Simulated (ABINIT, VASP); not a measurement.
This is a calculation of Sr2SO for VASP 6.6.1. The cell comes from a database or a generator and needn't be the stable form of this composition.

The input INCAR:

```
PREC = Accurate
ENCUT = 520
EDIFF = 1E-7
ISMEAR = -1
SIGMA = 0.05
LREAL = False
LASPH = True
NELM = 60
ALGO = Normal
ISIF = 2
LWAVE = False
LCHARG = False
GGA = PE
NBANDS = 24
```

Contents of KPOINTS:

```
Automatic mesh
0
Gamma
  7 7 5
```

Contents of POSCAR:

```
Sr2SO
1.0
    4.0432370000      0.0000000000      0.0000000000
    0.0000000000      4.0432370000      0.0000000000
    0.0000000000      0.0000000000      5.7180000000
Sr S O
2 1 1
Direct
    0.5000000000      0.5000000000      0.5000000000
    0.0000000000      0.0000000000      0.0000000000
    0.0000000000      0.0000000000      0.5000000000
    0.5000000000      0.5000000000      0.0000000000
```

Potentials or basis: VASP PAW PBE potentials, release 64 (Sr_sv, S, O).

Command:

```bash
$ cat potpaw_PBE.64/Sr_sv/POTCAR potpaw_PBE.64/S/POTCAR potpaw_PBE.64/O/POTCAR > POTCAR
$ mpirun -np 1 vasp_std > vasp.out
```

What does the same run look like in ABINIT 10.8.3 (patched build)? Potentials or basis there: JTH PAW PBE v2.0, cutoff 626 eV.

As run (cutoffs and basis follow the program's own potentials, and thresholds, step limits or extra output files can differ):

run.abi

```
# Pseudopotentials
pp_dirpath "./"
pseudos "Sr.GGA_PBE-JTH.xml, S.GGA_PBE-JTH.xml, O.GGA_PBE-JTH.xml"

# Structure
acell 3*1.0
rprim
     7.6406105870     0.0000000000     0.0000000000
     0.0000000000     7.6406105870     0.0000000000
     0.0000000000     0.0000000000    10.8054539806
ntypat 3
znucl 38 16 8
natom 4
typat 1 1 2 3
xred
     0.5000000000     0.5000000000     0.5000000000
     0.0000000000     0.0000000000     0.0000000000
     0.0000000000     0.0000000000     0.5000000000
     0.5000000000     0.5000000000     0.0000000000

# Plane-wave basis
ecut 23.0
pawecutdg 45.0

# k points
kptopt 1
ngkpt 7 7 5
nshiftk 1
shiftk 0.0 0.0 0.0

# Exchange and correlation
ixc 11

# Bands and occupations
nband 20
occopt 3
tsmear 0.05 eV

# SCF cycle
nstep 100
tolvrs 1.0e-9

# Output
iomode 3
prtwf 0
prtden 0
prteig 0
prtebands 0
enunit 2
```

Potentials or basis: JTH PAW PBE v2.0.

Launch:

```bash
$ abinit run.abi > log 2>&1
```

Both were run:

|  | VASP | ABINIT |
| --- | --- | --- |
| Pressure | 0.0 GPa | -0.3 GPa |

Pressure is positive in compression.
